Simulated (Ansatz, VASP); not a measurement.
# Bi2Se3 (Paraguanajuatite): VASP beside Ansatz

One calculation is typed for both programs; each brings its own data sets. How far apart do they land? The cell is taken from a series of runs on this material, whose earlier steps may have relaxed, scaled, displaced or heated it; both programs get it as it stands.

Main program and level: Ansatz 0.2.0; plane waves, with VASP 6.6.1 beside it; single point at r2SCAN.

**1. Starting point**

It takes space group R-3m (No. 166, trigonal). The conventional cell has a = 4.143 Å, b = 4.143 Å, c = 28.636 Å, α = 90.00°, β = 90.00°, γ = 120.00°. Nearest to Bi lie 6 Se at 2.85 to 3.07 Å. Nearest to Se lie 3 Bi at 2.85 Å. Nearest to Se lie 6 Bi at 3.07 Å. Farther neighbours and most contacts between anions are not listed.

Structure file:

```cif
data_structure
_symmetry_space_group_name_H-M 'P 1'
_symmetry_Int_Tables_number 1
_cell_length_a 9.8405
_cell_length_b 7.1759
_cell_length_c 7.1759
_cell_angle_alpha 60.000
_cell_angle_beta 96.981
_cell_angle_gamma 104.068
_cell_volume 425.67
loop_
_atom_site_label
_atom_site_type_symbol
_atom_site_fract_x
_atom_site_fract_y
_atom_site_fract_z
_atom_site_occupancy
Bi1 Bi 0.79760 0.59920 0.00000 1
Bi2 Bi 0.79760 0.93253 0.33333 1
Bi3 Bi 0.79760 0.26587 0.66667 1
Bi4 Bi 0.20240 0.40080 0.00000 1
Bi5 Bi 0.20240 0.73413 0.33333 1
Bi6 Bi 0.20240 0.06747 0.66667 1
Se7 Se 0.36490 0.78830 0.00000 1
Se8 Se 0.36490 0.12163 0.33333 1
Se9 Se 0.36490 0.45497 0.66667 1
Se10 Se 0.63510 0.21170 0.00000 1
Se11 Se 0.63510 0.54503 0.33333 1
Se12 Se 0.63510 0.87837 0.66667 1
Se13 Se 0.00000 0.00000 0.00000 1
Se14 Se 0.00000 0.33333 0.33333 1
Se15 Se 0.00000 0.66667 0.66667 1
```

**2. VASP: single point, r2SCAN**

A single point gives forces, pressure and levels at one fixed geometry, so differences don't come from the geometry; what else differs is listed under the comparison.

Lines of VASP's logs that name or quote its potential files are left out, and so is its time.

INCAR reads:

```
SYSTEM = Bi2Se3
PREC = Accurate
ENCUT = 440
EDIFF = 1E-06
NELM = 120
ISMEAR = -1
SIGMA = 0.02
LREAL = .FALSE.
ALGO = Normal
METAGGA = R2SCAN
LASPH = .TRUE.
NBANDS = 89
LORBIT = 11
LWAVE = .FALSE.
LCHARG = .FALSE.
ISIF = 2
GGA_COMPAT = .FALSE.
EFERMI = MIDGAP
LMIXTAU = .TRUE.
KPAR = 4
```

POSCAR reads:

```
Bi2Se3
1.0
   -2.0715000000      1.1959810826      9.5453333333
    6.2145000000     -3.5879432479      0.0000000000
    6.2145000000      3.5879432479      0.0000000000
Bi Se
6 9
Direct
    0.7976000000      0.5992000000      0.0000000000
    0.7976000000      0.9325333333      0.3333333333
    0.7976000000      0.2658666667      0.6666666667
    0.2024000000      0.4008000000      0.0000000000
    0.2024000000      0.7341333333      0.3333333333
    0.2024000000      0.0674666667      0.6666666667
    0.3649000000      0.7883000000      0.0000000000
    0.3649000000      0.1216333333      0.3333333333
    0.3649000000      0.4549666667      0.6666666667
    0.6351000000      0.2117000000      0.0000000000
    0.6351000000      0.5450333333      0.3333333333
    0.6351000000      0.8783666667      0.6666666667
    1.0000000000      1.0000000000      0.0000000000
    1.0000000000      0.3333333333      0.3333333333
    1.0000000000      0.6666666667      0.6666666667
```

KPOINTS reads:

```
Automatic mesh
0
Gamma
4 4 4
0 0 0
```

Potentials, in the order of the species: Bi_d and Se (PBE family, release 64).

Started as:

```bash
$ mpirun -np 4 vasp_std
```

Numbers of over 12 decimals in the logs are rounded to 6 here.

The program printed:

```text
[banner, memory and clock lines left out]
running    4 mpi-ranks, on    1 nodes
 distrk:  each k-point on    1 cores,    4 groups
 distr:  one band on    1 cores,    1 groups

 POSCAR found type information on POSCAR BiSe
 POSCAR found :  2 types and      15 ions
|                                                                             |
|               ----> ADVICE to this user running VASP <----                  |
|                                                                             |
|     You enforced a specific xc type in the INCAR file but a different       |
|     [... a line on the potential file left out ...]
|     I HOPE YOU KNOW WHAT YOU ARE DOING!                                     |
|                                                                             |

 LDA part: xc-table for (None), standard interpolation
 POSCAR, INCAR and KPOINTS ok, starting setup
 FFT: planning ... GRIDC
 FFT: planning ... GRID_SOFT
 FFT: planning ... GRID
 WAVECAR not read
 entering main loop
       N       E                     dE             d eps       ncg     rms          rms(c)
DAV:   1     0.108916024703E+04    0.10892E+04   -0.62198E+04  4272   0.153E+03
DAV:   2    -0.285018220425E+03   -0.13742E+04   -0.13214E+04  4496   0.423E+02
DAV:   3    -0.503836249235E+03   -0.21882E+03   -0.20817E+03  5092   0.189E+02
DAV:   4    -0.518372422599E+03   -0.14536E+02   -0.14210E+02  4912   0.485E+01
DAV:   5    -0.519159240408E+03   -0.78682E+00   -0.78349E+00  5934   0.106E+01    0.945E+00
DAV:   6    -0.503150918264E+03    0.16008E+02   -0.11507E+01  5581   0.230E+01    0.692E+00
DAV:   7    -0.488062960437E+03    0.15088E+02   -0.24371E+00  4677   0.615E+00    0.383E+00
DAV:   8    -0.487294578289E+03    0.76838E+00   -0.13668E+00  4668   0.453E+00    0.708E-01
DAV:   9    -0.485021105127E+03    0.22735E+01   -0.17562E+00  4493   0.612E+00    0.901E-01
DAV:  10    -0.485419754585E+03   -0.39865E+00   -0.31908E-01  4557   0.185E+00    0.629E-01
DAV:  11    -0.485935354464E+03   -0.51560E+00   -0.19131E-01  4650   0.196E+00    0.365E-01
DAV:  12    -0.485763289701E+03    0.17206E+00   -0.31714E-01  4413   0.264E+00    0.412E-01
DAV:  13    -0.486051856495E+03   -0.28857E+00   -0.17769E-01  4429   0.200E+00    0.134E-01
DAV:  14    -0.486051489796E+03    0.36670E-03   -0.23655E-02  4819   0.637E-01    0.869E-02
DAV:  15    -0.486058225157E+03   -0.67354E-02   -0.58219E-03  4573   0.322E-01    0.558E-02
DAV:  16    -0.486058992355E+03   -0.76720E-03   -0.76080E-04  4991   0.135E-01    0.387E-02
DAV:  17    -0.486055343960E+03    0.36484E-02   -0.15994E-03  4518   0.191E-01    0.308E-02
DAV:  18    -0.486059192467E+03   -0.38485E-02   -0.15311E-03  4471   0.169E-01    0.178E-02
DAV:  19    -0.486059411710E+03   -0.21924E-03   -0.33525E-04  4647   0.839E-02    0.132E-02
DAV:  20    -0.486059441940E+03   -0.30230E-04   -0.41192E-05  4608   0.261E-02    0.762E-03
DAV:  21    -0.486059447970E+03   -0.60299E-05   -0.62762E-06  4194   0.118E-02    0.458E-03
DAV:  22    -0.486059441557E+03    0.64127E-05   -0.10497E-05  4000   0.141E-02    0.414E-03
DAV:  23    -0.486059450791E+03   -0.92336E-05   -0.28893E-06  3759   0.724E-03    0.251E-03
DAV:  24    -0.486059451460E+03   -0.66930E-06   -0.37321E-07  2636   0.277E-03
   1 F= -.48605945E+03 E0= -.48605945E+03  d E =-.960407E-07
```

OUTCAR, selected parts (step 2):

```text
ion  position               nearest neighbor table
   1  0.798  0.599  0.000-  11 2.85  10 2.85  12 2.85  15 3.07  13 3.07  14 3.07
   2  0.798  0.933  0.333-  11 2.85  10 2.85  12 2.85  13 3.07  14 3.07  15 3.07
   3  0.798  0.266  0.667-  10 2.85  12 2.85  11 2.85  15 3.07  13 3.07  14 3.07
   4  0.202  0.401  0.000-   9 2.85   7 2.85   8 2.85  14 3.07  13 3.07  15 3.07
   5  0.202  0.734  0.333-   7 2.85   8 2.85   9 2.85  14 3.07  13 3.07  15 3.07
   6  0.202  0.067  0.667-   9 2.85   7 2.85   8 2.85  13 3.07  15 3.07  14 3.07
   7  0.365  0.788  0.000-   5 2.85   4 2.85   6 2.85
   8  0.365  0.122  0.333-   5 2.85   4 2.85   6 2.85
   9  0.365  0.455  0.667-   4 2.85   6 2.85   5 2.85
  10  0.635  0.212  0.000-   3 2.85   1 2.85   2 2.85
  11  0.635  0.545  0.333-   1 2.85   2 2.85   3 2.85
  12  0.635  0.878  0.667-   3 2.85   1 2.85   2 2.85
  13  0.000  0.000  0.000-   2 3.07   6 3.07   4 3.07   1 3.07   5 3.07   3 3.07
  14  0.000  0.333  0.333-   4 3.07   2 3.07   5 3.07   1 3.07   6 3.07   3 3.07
  15  0.000  0.667  0.667-   1 3.07   6 3.07   3 3.07   4 3.07   2 3.07   5 3.07

  LATTYP: Found a base centered monoclinic cell.
 ALAT       =     7.1758864958
 B/A-ratio  =     1.7320508076
 C/A-ratio  =     1.3713247979
 COS(beta)  =    -0.2430739485

 Subroutine GETGRP returns: Found  4 space group operations
 (whereof  4 operations were pure point group operations)

The static configuration has the point symmetry C_2h.

 Found     24 irreducible k-points:

   k-points           NKPTS =     24   k-points in BZ     NKDIM =     24   number of bands    NBANDS=     89

   dimension x,y,z NGX =    70 NGY =   50 NGZ =   50
   dimension x,y,z NGXF=   140 NGYF=  100 NGZF=  100

   ENCUT  =  440.0 eV  32.34 Ry    5.69 a.u.  16.83 12.27 12.27*2*pi/ulx,y,z

   NELECT =     144.0000    total number of electrons

 k-points in reciprocal lattice and weights: Automatic mesh
   0.00000000  0.00000000  0.00000000       0.016
   0.25000000  0.00000000  0.00000000       0.031
   0.50000000  0.00000000  0.00000000       0.016
   0.00000000  0.25000000  0.00000000       0.062
   0.25000000  0.25000000  0.00000000       0.062
   0.50000000  0.25000000  0.00000000       0.062
  -0.25000000  0.25000000  0.00000000       0.062
   0.00000000  0.50000000  0.00000000       0.031
   0.25000000  0.50000000  0.00000000       0.062
[...]
0.25000000  0.00000000  0.50000000       0.031
   0.50000000  0.00000000  0.50000000       0.016

 average (electrostatic) potential at core
       1-113.1204       2-113.1204       3-113.1204       4-113.1204       5-113.1204
       6-113.1204       7 -57.5800       8 -57.5800       9 -57.5800      10 -57.5800
      11 -57.5800      12 -57.5800      13 -57.4195      14 -57.4195      15 -57.4195

 E-fermi :   5.0429

 k-point     1 :       0.0000    0.0000    0.0000
  band No.  band energies     occupation
    ...
     68       3.4640      2.00000
     69       3.4640      2.00000
     70       4.0464      2.00000
     71       4.0464      2.00000
     72       4.8020      1.99999
     73       5.2837      0.00001
     74       6.3355      0.00000
     75       6.3355      0.00000
     76       6.7275      0.00000
     77       6.7275      0.00000
    ...

 k-point     2 :       0.2500    0.0000    0.0000
  band No.  band energies     occupation
    ...
     68       3.5355      2.00000
     69       3.5355      2.00000
     70       4.0113      2.00000
     71       4.0113      2.00000
     72       4.5789      2.00000
     73       5.4806      0.00000
     74       6.4673      0.00000
     75       6.4673      0.00000
     76       6.7587      0.00000
     77       6.7587      0.00000
    ...

 k-point     3 :       0.5000    0.0000    0.0000
  band No.  band energies     occupation
    ...
     68       3.6094      2.00000
     69       3.6094      2.00000
     70       3.9669      2.00000
     71       3.9669      2.00000
     72       4.3928      2.00000
     73       5.6237      0.00000
     74       6.6441      0.00000
     75       6.6441      0.00000
     76       6.7953      0.00000
     77       6.7953      0.00000
    ...

  Total        3.6741762      3.6742061      4.1940298      0.0000259      0.0000094     -0.0000165
  in kB       13.8292208     13.8293333     15.7858962      0.0000974      0.0000355     -0.0000620
  external PRESSURE =      14.4814835 kB  Pullay stress =       0.0000000 kB

  energy-cutoff  :      440.00
  volume of cell :      425.67
      direct lattice vectors                 reciprocal lattice vectors
    -2.071500000  1.195981083  9.545333333     0.000000000  0.000000000  0.104763235
     6.214500000 -3.587943248  0.000000000     0.080456996 -0.139355604  0.034921078
     6.214500000  3.587943248  0.000000000     0.080456996  0.139355604  0.000000000

 POSITION                                       TOTAL-FORCE (eV/Angst)
 -----------------------------------------------------------------------------------
      2.07150     -1.19598      7.61336        -0.000077      0.000044      0.042506
      6.21450     -1.19598      7.61336        -0.000077      0.000044      0.042506
      4.14300      2.39196      7.61336        -0.000077      0.000044      0.042506
      2.07150     -1.19598      1.93198         0.000077     -0.000044     -0.042506
      6.21450     -1.19598      1.93198         0.000077     -0.000044     -0.042506
      4.14300      2.39196      1.93198         0.000077     -0.000044     -0.042506
      4.14300     -2.39196      3.48309        -0.000173      0.000100     -0.067725
      2.07150      1.19598      3.48309        -0.000173      0.000100     -0.067725
      6.21450      1.19598      3.48309        -0.000173      0.000100     -0.067725
      0.00000     -0.00000      6.06224         0.000173     -0.000100      0.067725
      4.14300     -0.00000      6.06224         0.000173     -0.000100      0.067725
      8.28600     -0.00000      6.06224         0.000173     -0.000100      0.067725
      0.00000      0.00000      0.00000         0.000000      0.000000      0.000000
      4.14300      0.00000      0.00000         0.000000      0.000000      0.000000
      8.28600      0.00000      0.00000         0.000000      0.000000      0.000000
 -----------------------------------------------------------------------------------
    total drift:                                0.000000      0.000000      0.000000

  FREE ENERGIE OF THE ION-ELECTRON SYSTEM (eV)
  ---------------------------------------------------
  free  energy   TOTEN  =      -486.0594514601 eV

  energy  without entropy=     -486.0594513640  energy(sigma->0) =     -486.05945141

 total charge
# of ion       s       p       d       tot
------------------------------------------
    1        1.593   1.042   9.956  12.591
    2        1.593   1.042   9.956  12.591
    3        1.593   1.042   9.956  12.591
    4        1.593   1.042   9.956  12.591
    5        1.593   1.042   9.956  12.591
    6        1.593   1.042   9.956  12.591
    7        1.487   2.319   0.023   3.829
    8        1.487   2.319   0.023   3.829
    9        1.487   2.319   0.023   3.829
   10        1.487   2.319   0.023   3.829
   11        1.487   2.319   0.023   3.829
   12        1.487   2.319   0.023   3.829
   13        1.466   2.384   0.021   3.871
   14        1.466   2.384   0.021   3.871
   15        1.466   2.384   0.021   3.871
--------------------------------------------------
tot         22.880  27.318  59.938 110.136

[... 3 further parts left out ...]
```

The run ends at a pressure of 1.45 GPa, with forces up to 0.068 eV/Å.

(Part 1 of 2 ends here.)

[Lines on the potential files, build, host, timing and source positions are cut from VASP's logs without a mark.]

[Logs are printed without paths, hosts, clocks, repeated set-up lines and the standing remarks that a program may print on its own settings, such as how far it seeks lower states.]

[Hosts, paths, dates, database ids (printed as entryN), source tags and the programs' standing remarks are cut or masked in the printed files.]
